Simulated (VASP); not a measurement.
Data:

```xyz
2
Lattice="0.0000 1.7403 1.7798 1.7409 0.0000 1.7798 1.7409 1.7403 0.0000" Properties=species:S:1:pos:R:3 pbc="T T T"
C      0.0000     0.0000     0.0000
C      0.9330     0.8701     0.8899
```

Calculation: PBEsol GGA, VASP's PBE PAW potentials (set 64) (plane waves; VASP). Settings: 520 eV cut-off, 12×12×12 Γ-centred mesh, Gaussian smearing of 0.050 eV, potentials C.

Give the force on each atom (eV/Å).

```json
[
 {"atom": "C1", "Fx": "2.552", "Fy": "0.000", "Fz": "0.000"},
 {"atom": "C2", "Fx": "-2.552", "Fy": "0.000", "Fz": "0.000"}
]
```

Give the stress tensor in GPa (positive for a compressed cell).

```
28.22   0.00   0.00
 0.00  29.96  -6.09
 0.00  -6.09   7.90
```
The pressure is its mean diagonal, 22.03 GPa.

The compound is C in the diamond structure. The cell was not relaxed at this level, atoms are displaced from their ideal sites. The run is one of a series of settings (GGA = PS against the base run), some of them coarse on purpose.
